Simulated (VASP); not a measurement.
Energy against volume of Gd (hcp). Computed with PBE GGA with D4 dispersion, VASP's PBE PAW potentials (set 64) (plane waves; VASP 6.6.1). Settings: 520 eV cut-off, 12×12×7 Γ-centred mesh, first-order Methfessel-Paxton smearing of 0.10 eV, potentials Gd_3.

The 4f electrons are frozen in the core of the lanthanide potential, so 4f levels, which can set the real gap, and their magnetism are missing.

Shape and ions are relaxed at each volume.

```json
[
 {"V (Å³/atom)": "29.911", "E (eV/atom)": "-4.86096"},
 {"V (Å³/atom)": "30.866", "E (eV/atom)": "-4.87097"},
 {"V (Å³/atom)": "31.820", "E (eV/atom)": "-4.87317"},
 {"V (Å³/atom)": "32.775", "E (eV/atom)": "-4.86870"}
]
```

Question: Fit these four points and predict the energy of the run at 33.730 Å³/atom.

Answer: A cubic in V^(−2/3), the third-order Birch-Murnaghan form, passes through the four points with V0 = 31.64 Å³/atom and B0 = 38 GPa, and gives -4.8585 eV/atom there. The run gave -4.8584 eV/atom, +0.1 meV/atom from the fit; all five points give B0 = 38 GPa.

The compound is Gd in the hcp structure. It was relaxed first.
